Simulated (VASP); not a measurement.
The system is PtSe2.

```
Pt Se
1.0
     3.72400    0.00000    0.00000
    -1.86200    3.22508    0.00000
     0.00000    0.00000    5.06200
Pt Se
1 2
Direct
  0.00000 0.00000 0.00000
  0.33333 0.66667 0.25000
  0.66667 0.33333 0.75000
```

```yaml
Program: VASP 6.6.1
Task: relaxation of cell and atoms
Functional: PBE
Dispersion: D3(BJ)
Potentials_or_basis: VASP PAW PBE potentials, release 64 (Pt, Se)
Cutoff: 520 eV
k_mesh: 3 × 3 × 1
Occupations: gaussian, width 0.02 eV
Spin: no spin polarisation
```

At the start: pressure 1.9 GPa; volume 20.27 Å³/atom.

Question: Where does the relaxation end?

Answer: Over 12 steps the energy falls by 17.1 meV/atom and the volume is 19.77 Å³/atom (-2.4 %); space group P-3m1 (No. 164, to 0.05 Å).

The path:
```
step  energy change (eV)  largest force (eV/Å)  pressure (GPa)  volume (Å³)
   1              0.0000                0.7896            1.94        60.80
   2             -0.0015                0.1592           -4.71        62.98
   3             -0.0214                0.2874           -1.62        61.88
   4             -0.0402                0.1587           -0.93        60.84
   5             -0.0478                0.0087           -0.04        59.69
   6             -0.0510                0.0112           -0.07        59.42
   7             -0.0512                0.0183           -0.07        59.33
   8             -0.0512                0.0176           -0.07        59.34
   9             -0.0512                0.0141            0.18        59.26
  10             -0.0512                0.0041            0.04        59.30
  11             -0.0512                0.0053            0.03        59.31
  12             -0.0512                0.0018            0.01        59.32
```

Final structure:
```
Pt Se
1.0
     3.71181    0.00000    0.00000
    -1.85591    3.21452    0.00000
     0.00000    0.00000    4.97191
Pt Se
1 2
Direct
  0.00000 0.00000 0.00000
  0.33333 0.66667 0.26476
  0.66667 0.33333 0.73524
```

Caveat: the k mesh is coarse (spacing up to 1.24 Å⁻¹), so the values aren't converged; pairwise dispersion overbinds metals, which lowers pressure and volume.
